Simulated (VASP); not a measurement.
# KCa2Br (P4/mmm) in VASP: density of states with revPBE+D4

Aim: the density of states of KCa2Br with revPBE+D4.

Everything below comes from runs of VASP 6.6.1. Logs are shortened: lines on timing, memory, paths and dates and some standing lists are left out, and cuts for length are marked.

### 1 The undisturbed crystal

Symmetry: P4/mmm, No. 123, tetragonal system. Conventional cell: a = 5.889 Å, b = 5.889 Å, c = 3.492 Å, α = 90.00°, β = 90.00°, γ = 90.00°. Around K (site symmetry 4/mmm) lie 4 Ca at 2.94 Å. Ca (site symmetry mmm) has 2 K at 2.94 Å as nearest neighbours. Br (site symmetry 4/mmm) is surrounded by 8 Ca at 3.42 Å and 2 Br at 3.49 Å.

The cell was built by a generator and needn't be a form met in nature.

### 2 Density of states, revPBE+D4 (cell strained at random at fixed volume)

Contents of run.py:

```python
from ase.calculators.vasp import Vasp
from ase.dft.dos import DOS
from ase.io import read

atoms = read('POSCAR')
calc = Vasp(
    directory='calc',
    xc='revpbe',
    pp='PBE',
    setups='gw',
    prec='Accurate',
    encut=600,
    ediff=1e-06,
    ismear=-1,
    sigma=0.05,
    lreal=False,
    lasph=True,
    nelm=80,
    algo='Normal',
    isif=2,
    lwave=False,
    lcharg=False,
    ivdw=13,
    lorbit=10,
    kpts=[5, 5, 8],
    gamma=True,
)
atoms.calc = calc

print('energy (eV):', atoms.get_potential_energy())
print('free energy (eV):', atoms.get_potential_energy(force_consistent=True))
print('forces (eV/A):')
print(atoms.get_forces())
print('stress (eV/A^3, Voigt):', atoms.get_stress())
print('Fermi level (eV):', calc.get_fermi_level())
dos = DOS(calc, width=0.2, window=(-10, 10), npts=201)
print('E - E_F (eV), DOS (1/eV)')
for e, g in zip(dos.get_energies(), dos.get_dos()):
    print(f'{e:8.3f} {g:10.4f}')
```

Contents of POSCAR:

```
KCa2Br
1.0
    5.9616180000      0.0636670000      0.0391430000
    0.0636670000      5.8634900000      0.0540180000
    0.0232070000      0.0320250000      3.4655200000
K Ca Br
1 2 1
Direct
    0.5000000000      0.5000000000      0.5000000000
    0.5000000000      0.0000000000      0.5000000000
    0.0000000000      0.5000000000      0.5000000000
    0.0000000000      0.0000000000      0.0000000000
```

Potentials or basis: VASP PAW PBE potentials, release 64 (K_sv_GW, Ca_sv_GW, Br_GW).

On the command line:

```
$ python run.py
```

The log of the run:

```text
energy (eV): -17.53595364
free energy (eV): -17.55330608
forces (eV/A):
[[ 0. -0.  0.]
 [-0.  0. -0.]
 [-0. -0. -0.]
 [ 0.  0. -0.]]
stress (eV/A^3, Voigt): [-0.04873493 -0.05249971 -0.00934034 -0.00104854 -0.00078904 -0.00376156]
Fermi level (eV): 5.5300013
E - E_F (eV), DOS (1/eV)
 -10.000     0.0000
  -9.900     0.0000
  -9.800     0.0000
  -9.700     0.0000
  -9.600     0.0000
  -9.500     0.0000
  -9.400     0.0000
  -9.300     0.0000
  -9.200     0.0000
  -9.100     0.0000
  -9.000     0.0000
  -8.900     0.0000
  -8.800     0.0000
  -8.700     0.0000
  -8.600     0.0000
  -8.500     0.0000
  -8.400     0.0000
  -8.300     0.0000
  -8.200     0.0000
  -8.100     0.0000
  -8.000     0.0000
  -7.900     0.0000
  -7.800     0.0000
  -7.700     0.0000
  -7.600     0.0000
  -7.500     0.0000
  -7.400     0.0000
  -7.300     0.0000
  -7.200     0.0000
  -7.100     0.0000
  -7.000     0.0000
  -6.900     0.0000
  -6.800     0.0001
  -6.700     0.0012
  -6.600     0.0102
  -6.500     0.0546
  -6.400     0.1898
  -6.300     0.4359
  -6.200     0.6952
  -6.100     0.8907
  -6.000     1.1773
  -5.900     1.6961
  -5.800     2.2474
  -5.700     2.5897
  -5.600     2.8130
  -5.500     3.2091
  -5.400     3.8538
  -5.300     4.3691
  -5.200     4.4949
  -5.100     4.7498
  -5.000     5.4951
  -4.900     5.7034
  -4.800     4.3878
  -4.700     2.3368
  -4.600     0.8501
  -4.500     0.2101
  -4.400     0.0350
  -4.300     0.0065
  -4.200     0.0253
  -4.100     0.1423
  -4.000     0.4966
  -3.900     1.0639
  -3.800     1.3969
  -3.700     1.1229
  -3.600     0.5585
  -3.500     0.2132
  -3.400     0.2206
  -3.300     0.4672
  -3.200     0.6957
  -3.100     0.6459
  -3.000     0.3809
  -2.900     0.1712
  -2.800     0.1276
  -2.700     0.1733
  -2.600     0.2158
  -2.500     0.2643
  -2.400     0.3447
  -2.300     0.3864
  -2.200     0.3645
  -2.100     0.3530
  -2.000     0.3655
  -1.900     0.3958
  -1.800     0.5119
  -1.700     0.7318
  -1.600     0.9396
  -1.500     1.0333
  -1.400     0.9916
  -1.300     0.8447
  -1.200     0.7514
  -1.100     0.8639
  -1.000     1.1705
  -0.900     1.5609
  -0.800     1.8776
  -0.700     2.0768
  -0.600     2.3478
  -0.500     2.8826
  -0.400     3.6074
  -0.300     4.1732
  -0.200     4.3368
  -0.100     4.3003
   0.000     4.4289
   0.100     4.6961
   0.200     4.7110
   0.300     4.2751
   0.400     3.7083
   0.500     3.5753
   0.600     4.1131
   0.700     4.9712
   0.800     5.4585
   0.900     5.2161
   1.000     4.6709
   1.100     4.5556
   1.200     4.9673
   1.300     5.3162
   1.400     5.1068
   1.500     4.3281
   1.600     3.2963
   1.700     2.2775
   1.800     1.3513
   1.900     0.6230
   2.000     0.2045
   2.100     0.0452
   2.200     0.0065
   2.300     0.0006
   2.400     0.0000
   2.500     0.0000
   2.600     0.0000
   2.700     0.0000
   2.800     0.0000
   2.900     0.0000
   3.000     0.0000
   3.100     0.0000
   3.200     0.0000
   3.300     0.0000
   3.400     0.0000
   3.500     0.0000
   3.600     0.0000
   3.700     0.0000
   3.800     0.0000
   3.900     0.0000
   4.000     0.0000
   4.100     0.0000
   4.200     0.0000
   4.300     0.0000
   4.400     0.0000
   4.500     0.0000
   4.600     0.0000
   4.700     0.0000
   4.800     0.0000
   4.900     0.0000
   5.000     0.0000
   5.100     0.0000
   5.200     0.0000
   5.300     0.0000
   5.400     0.0000
   5.500     0.0000
   5.600     0.0000
   5.700     0.0000
   5.800     0.0000
   5.900     0.0000
   6.000     0.0000
   6.100     0.0000
   6.200     0.0000
   6.300     0.0000
   6.400     0.0000
   6.500     0.0000
   6.600     0.0000
   6.700     0.0000
   6.800     0.0000
   6.900     0.0000
   7.000     0.0000
   7.100     0.0000
   7.200     0.0000
   7.300     0.0000
   7.400     0.0000
   7.500     0.0000
   7.600     0.0000
   7.700     0.0000
   7.800     0.0000
   7.900     0.0000
   8.000     0.0000
   8.100     0.0000
   8.200     0.0000
   8.300     0.0000
   8.400     0.0000
   8.500     0.0000
   8.600     0.0000
   8.700     0.0000
   8.800     0.0000
   8.900     0.0000
   9.000     0.0000
   9.100     0.0000
   9.200     0.0000
   9.300     0.0000
   9.400     0.0000
   9.500     0.0000
   9.600     0.0000
   9.700     0.0000
   9.800     0.0000
   9.900     0.0000
  10.000     0.0000
```

Run time: 7 min. Hardware: 1 thread of AMD EPYC 7R43 (Zen 3), shared host; peak memory 0.48 GiB.

What came out:

```yaml
Free_energy: -17.5533 eV
Pressure: 5.9 GPa
Band_gap_on_the_k_mesh: none (metal or under the smearing width)
Valence_electrons_inside_the_program's_atomic_spheres: K 8.45; Ca 8.48, 8.47; Br 4.80
Dispersion_energy_per_atom: -0.206 eV
```

Stress tensor (GPa, compression positive):
```
7.81 0.60 0.13
0.60 8.41 0.17
0.13 0.17 1.50
```

Levels at points of the mesh, in eV from the Fermi level:
```csv
k point,band 14,band 15,band 16,band 17,band 18,band 19,band 20,band 21,band 22
"(0.00, 0.00, 0.00)",-5.27,-5.25,-3.13,-3.02,-0.71,-0.62,0.67,1.26,1.51
"(0.00, 0.00, 0.50)",-6.28,-4.90,-4.86,-0.10,0.04,0.11,0.21,0.46,1.49
```

States per cell in windows of 0.5 eV (zero at the Fermi level; states under -8 eV left out):
| from (eV) | total | Br4_p | Ca2_d | Ca3_d | K1_d | K1_s | Ca2_s |
| --- | --- | --- | --- | --- | --- | --- | --- |
| -8.0 | 0.00 | 0.00 | 0.00 | 0.00 | 0.00 | 0.00 | 0.00 |
| -7.5 | 0.00 | 0.00 | 0.00 | 0.00 | 0.00 | 0.00 | 0.00 |
| -7.0 | 0.00 | 0.00 | 0.00 | 0.00 | 0.00 | 0.00 | 0.00 |
| -6.5 | 0.23 | 0.10 | 0.00 | 0.00 | 0.00 | 0.00 | 0.00 |
| -6.0 | 1.02 | 0.46 | 0.00 | 0.00 | 0.00 | 0.01 | 0.02 |
| -5.5 | 1.94 | 0.91 | 0.01 | 0.01 | 0.00 | 0.01 | 0.02 |
| -5.0 | 2.05 | 1.06 | 0.01 | 0.01 | 0.00 | 0.00 | 0.00 |
| -4.5 | 0.01 | 0.00 | 0.00 | 0.00 | 0.00 | 0.00 | 0.00 |
| -4.0 | 0.49 | 0.29 | 0.00 | 0.00 | 0.00 | 0.00 | 0.00 |
| -3.5 | 0.19 | 0.13 | 0.00 | 0.00 | 0.00 | 0.00 | 0.00 |
| -3.0 | 0.11 | 0.05 | 0.00 | 0.00 | 0.00 | 0.01 | 0.01 |
| -2.5 | 0.15 | 0.01 | 0.00 | 0.00 | 0.00 | 0.04 | 0.02 |
| -2.0 | 0.21 | 0.01 | 0.00 | 0.00 | 0.00 | 0.05 | 0.02 |
| -1.5 | 0.59 | 0.03 | 0.01 | 0.01 | 0.00 | 0.16 | 0.05 |
| -1.0 | 0.91 | 0.04 | 0.05 | 0.05 | 0.02 | 0.15 | 0.07 |
| -0.5 | 1.93 | 0.05 | 0.21 | 0.20 | 0.12 | 0.07 | 0.08 |
| 0.0 | 2.15 | 0.08 | 0.22 | 0.21 | 0.15 | 0.08 | 0.09 |
| 0.5 | 2.31 | 0.06 | 0.38 | 0.37 | 0.19 | 0.09 | 0.04 |
| 1.0 | 2.37 | 0.04 | 0.46 | 0.48 | 0.17 | 0.05 | 0.03 |
| 1.5 | 1.29 | 0.02 | 0.29 | 0.25 | 0.10 | 0.03 | 0.02 |
| 2.0 | 0.01 | 0.00 | 0.00 | 0.00 | 0.00 | 0.00 | 0.00 |
| 2.5 | 0.00 | 0.00 | 0.00 | 0.00 | 0.00 | 0.00 | 0.00 |
| 3.0 | 0.00 | 0.00 | 0.00 | 0.00 | 0.00 | 0.00 | 0.00 |
| 3.5 | 0.00 | 0.00 | 0.00 | 0.00 | 0.00 | 0.00 | 0.00 |

Caveat: the PAW data sets were made with another functional, which shifts forces and pressure a little; pairwise dispersion overbinds metals, which lowers pressure and volume.

### 3 For comparison

An earlier run on the cell as given: functional PBE; potentials or basis VASP PAW PBE potentials, release 64 (K_sv, Ca_sv, Br); cutoff 520 eV; k mesh 5 × 5 × 8; occupations fermi-dirac, width 0.05 eV; no spin polarisation.

- Pressure: 5.9 GPa
- Band gap on the k mesh: none (metal or under the smearing width)
